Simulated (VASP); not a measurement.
Consider the following.

```yaml
crystal:
  lattice:
    - [0.00000, 2.88839, 2.88839]
    - [2.88839, 0.00000, 2.88839]
    - [2.88839, 2.88839, 0.00000]
  atoms:
    - { symbol: Ga, position: [0.00000, 0.00000, 0.00000] }
    - { symbol: As, position: [0.25000, 0.25000, 0.25000] }
```

These are PBE GGA with D4 dispersion, VASP's PBE PAW potentials (set 64) (plane waves; VASP 6.6.1) values and carry that method's errors. Numerical set-up: 520 eV cut-off, 8×8×8 Γ-centred mesh, Gaussian smearing of 0.050 eV, potentials Ga_d As.

Question: Give the stress tensor in GPa (positive for a compressed cell).

Answer: 
```
-3.49   0.00   0.00
 0.00  -3.49   0.00
 0.00   0.00  -3.49
```
The pressure is its mean diagonal, -3.49 GPa.

The compound is GaAs in the zinc blende structure. This cell is one point of a volume scan, at 1.06 of the reference volume.
